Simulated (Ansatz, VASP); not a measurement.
# SnSe2 in two plane-wave programs, part 2 of 2

Wanted: the spread between two codes on one cell, functional and k mesh. The cell is taken from a series of runs on this material, whose earlier steps may have relaxed, scaled, displaced or heated it; both programs get it as it stands.

VASP 6.6.1 and Ansatz 0.2.0.

So far. Step 2 (VASP: single point, PBE, pair 1): The run ends at a pressure of 0.01 GPa, with forces up to 0.085 eV/Å.

## (5) Ansatz: single point, PBE, pair 2

Level of this step: Ansatz beside VASP: Kohn-Sham DFT, plane waves, PBE (Ansatz).

A single point takes one fixed geometry, so differences don't come from the geometry; what else differs is listed under the comparison.

The cell is taken from a series of runs on this material, whose earlier steps may have relaxed, scaled, displaced or heated it; both programs get it as it stands.

Input file input.yaml:

```yaml
crystal:
  lattice:
    - [3.7941949, 0.0, 0.0]
    - [1.89709745, 9.857607511, 0.0]
    - [0.0, 0.0, 30.46]
  atoms:
    - { symbol: Sn, position: [0.8888888889, 0.2222222222, 0.3282994091] }
    - { symbol: Sn, position: [0.2222222222, 0.5555555556, 0.3282994091] }
    - { symbol: Sn, position: [0.5555555556, 0.8888888889, 0.3282994091] }
    - { symbol: Se, position: [0.4075459709, 0.1111111111, 0.384945277] }
    - { symbol: Se, position: [0.78277866, 0.4444444444, 0.384945277] }
    - { symbol: Se, position: [0.1430088838, 0.7777777778, 0.384945277] }
    - { symbol: Se, position: [0.481342918, 0.1111111111, 0.2716535412] }
    - { symbol: Se, position: [0.7727768956, 0.4444444444, 0.2716535412] }
    - { symbol: Se, position: [0.0792133384, 0.7777777778, 0.2716535412] }
  periodic: [true, true, false]
kpoints:
  mp_grid: { grid: [10, 10, 1] }
hamiltonian:
  xc: pbe
  pseudopotentials: { kind: paw, azcp: { folder: soft_1 } }
scf:
  occupations: { method: gaussian, width: 0.1 }
output:
  forces: true
  stress: true
  eigenvalues: true
  write_density: true
  write_potential: true
  elf: true
  volumetric_format: npy
```

Command:

```
$ ansatz run input.yaml --threads 4 --pin off --max-ram 16384MiB --backend cpu --events-out ev --progress --plain --runs-dir out
```

Numbers of over 12 decimals in the logs are rounded to 6 here.

The program printed:

```text
[...]
Crystal: 9 atoms, lattice volume = 1139.255 Å³
Basis set: ecut = 420 eV, 22335 PW (Γ), exchange–correlation on 54×144×432 points (8 copies of the dense FFT grid, shifted against one another)
Bands: 83, of which v1, the nominal top of the filled ones, is band 69 counted from 1 (68 counted from 0)
Symmetry: 2 space group operations
[...]
k-point 1: bands = [... 65 lower, -6.2402, -6.1397, -5.7467, -5.6877, -5.1425, -4.9943, -4.7760, -3.0120, ... 10 higher]
  k-point 2: bands = [... 65 lower, -6.2036, -6.0963, -5.8887, -5.7693, -5.2811, -4.7637, -4.5943, -3.1142, ... 10 higher]
  k-point 30: bands = [... 65 lower, -6.5163, -6.2146, -6.1773, -6.1072, -5.3645, -5.1998, -4.6895, -3.1489, ... 10 higher]
  ° read free of the cell's end (the report's vacuum.weakly_bound_levels)
[key lines of the parts left out:]
SCF converged after 9 iterations
Free energy (F): -50888.119300 eV
Fermi energy:    -5.580651 eV
P = ½ c Tr σ = 0.1598 N/m
```

## (6) VASP: single point, PBE, pair 2

The same cell, functional, mesh and smearing now go to VASP, with its own data sets.

Input file INCAR:

```
SYSTEM = SnSe2
PREC = Accurate
ENCUT = 400
EDIFF = 1E-06
NELM = 120
ISMEAR = 0
SIGMA = 0.1
LREAL = .FALSE.
ALGO = Normal
GGA = PE
NBANDS = 48
LORBIT = 11
LWAVE = .FALSE.
LCHARG = .FALSE.
ISIF = 2
LDIPOL = .TRUE.
IDIPOL = 3
DIPOL = 0.5 0.5 0.328
LVHAR = .TRUE.
LASPH = .TRUE.
GGA_COMPAT = .FALSE.
NELMDL = -8
KPAR = 2
```

Input file POSCAR:

```
SnSe2
1.0
    3.7941949000      0.0000000000      0.0000000000
    1.8970974500      9.8576075110      0.0000000000
    0.0000000000      0.0000000000     30.4600000000
Sn Se
3 6
Direct
    0.8888888889      0.2222222222      0.3282994091
    0.2222222222      0.5555555556      0.3282994091
    0.5555555556      0.8888888889      0.3282994091
    0.4075459709      0.1111111111      0.3849452770
    0.7827786600      0.4444444444      0.3849452770
    0.1430088838      0.7777777778      0.3849452770
    0.4813429180      0.1111111111      0.2716535412
    0.7727768956      0.4444444444      0.2716535412
    0.0792133384      0.7777777778      0.2716535412
```

Input file KPOINTS:

```
Automatic mesh
0
Gamma
10 10 1
0 0 0
```

The projector-augmented-wave data sets are Sn_d and Se (PBE family, release 64).

Command:

```
$ mpirun -np 2 vasp_std
```

The program printed:

```text
[... set-up lines as in an earlier step ...]
 entering main loop
       N       E                     dE             d eps       ncg     rms          rms(c)
DAV:   1     0.592113580057E+03    0.59211E+03   -0.26954E+04  3632   0.100E+03
DAV:   2     0.524303638172E+02   -0.53968E+03   -0.53036E+03  4136   0.248E+02
DAV:   3    -0.303682155482E+02   -0.82799E+02   -0.81970E+02  3608   0.113E+02
DAV:   4    -0.342536411046E+02   -0.38854E+01   -0.38656E+01  3648   0.289E+01
[...]
DAV:  23    -0.332629846540E+02   -0.25591E-05   -0.38493E-08  2232   0.103E-03    0.320E-04
DAV:  24    -0.332629873094E+02   -0.26554E-05   -0.74969E-08  2224   0.763E-04    0.239E-04
DAV:  25    -0.332629878687E+02   -0.55929E-06   -0.16189E-08  2232   0.597E-04
   1 F= -.33262988E+02 E0= -.33260695E+02  d E =-.458601E-02
```

OUTCAR, selected parts (step 6):

```text
  Total        0.5718345      0.1969001     -0.1999559      0.0000000      0.0000000      0.0970511
  in kB        0.8041922      0.2769079     -0.2812055      0.0000000      0.0000000      0.1364866
  external PRESSURE =       0.2666316 kB  Pullay stress =       0.0000000 kB

 POSITION                                       TOTAL-FORCE (eV/Angst)
 -----------------------------------------------------------------------------------
      3.79419      2.19058     10.00000         0.000000      0.113016      0.000000
      1.89710      5.47645     10.00000         0.000000     -0.011491      0.000000
      3.79419      8.76232     10.00000         0.000000      0.043203      0.000000
      1.75710      1.09529     11.72543        -0.075910     -0.040930     -0.015723
      3.81317      4.38116     11.72543         0.021575     -0.013970      0.003715
      2.01812      7.66703     11.72543         0.082219     -0.017463     -0.020778
      2.03710      1.09529      8.27457         0.075910     -0.040930      0.015723
      3.77522      4.38116      8.27457        -0.021575     -0.013970     -0.003715
      1.77607      7.66703      8.27457        -0.082219     -0.017463      0.020778
 -----------------------------------------------------------------------------------
    total drift:                                0.000017      0.000167     -0.000136

  FREE ENERGIE OF THE ION-ELECTRON SYSTEM (eV)
  ---------------------------------------------------
  free  energy   TOTEN  =       -33.2629878687 eV

  energy  without entropy=      -33.2584018577  energy(sigma->0) =      -33.26069486

[... 2 parts as in an earlier step ...]

[... 1 further part left out ...]
[key lines of the parts left out:]
E-fermi :  -3.5000
```

The run ends at a pressure of 0.03 GPa, with forces up to 0.11 eV/Å.

## (7) Differences

What differs besides the data sets and the points named for the pairs above, as far as they apply: the data sets hold 138 valence electrons in Ansatz (on its PAW soft_1 files) and 78 in VASP. Total energies have different zeros and are not compared.

Forces (eV/Å; atoms numbered as in POSCAR):

```
atom          Ansatz x, y, z            VASP x, y, z
 Sn1     0.000, 0.113, 0.000     0.000, 0.113, 0.000
 Sn2    0.000, -0.012, 0.000    0.000, -0.011, 0.000
 Sn3     0.000, 0.043, 0.000     0.000, 0.043, 0.000
 Se4  -0.075, -0.041, -0.030  -0.076, -0.041, -0.016
 Se5   0.021, -0.014, -0.011    0.022, -0.014, 0.004
 Se6   0.081, -0.017, -0.035   0.082, -0.017, -0.021
 Se7    0.075, -0.041, 0.030    0.076, -0.041, 0.016
 Se8   -0.021, -0.014, 0.011  -0.022, -0.014, -0.004
 Se9   -0.081, -0.017, 0.035   -0.082, -0.017, 0.021
```

The forces differ by 6.9 meV/Å r.m.s., which is 16.7 % of the r.m.s. force of 0.041 eV/Å (both taken over all components). Where the cell holds vacuum, a pressure given here is an average over it and none of the material.

## (8) Results

```json
{
  "r.m.s. force difference (single point, PBE, pair 1)": "7.0 meV/Å",
  "r.m.s. force difference (single point, PBE, pair 2)": "6.9 meV/Å"
}
```

What this shows: The r.m.s. force difference is 7.0 meV/Å (single point, PBE, pair 1), within the 12 meV/Å picked in this series as the mark of a large difference. The data sets hold unlike numbers of valence electrons (138 in Ansatz and 78 in VASP), so part of the differences may come from the potentials. Such differences can come from data sets, numerical settings and the points named under the comparisons, not from the functional's error against experiment.

[Lines on the potential files, build, host, timing and source positions are cut from VASP's logs without a mark.]

[Logs are printed without paths, hosts, clocks, repeated set-up lines and the standing remarks that a program may print on its own settings, such as how far it seeks lower states.]

[Hosts, paths, dates, database ids (printed as entryN), source tags and the programs' standing remarks are cut or masked in the printed files.]
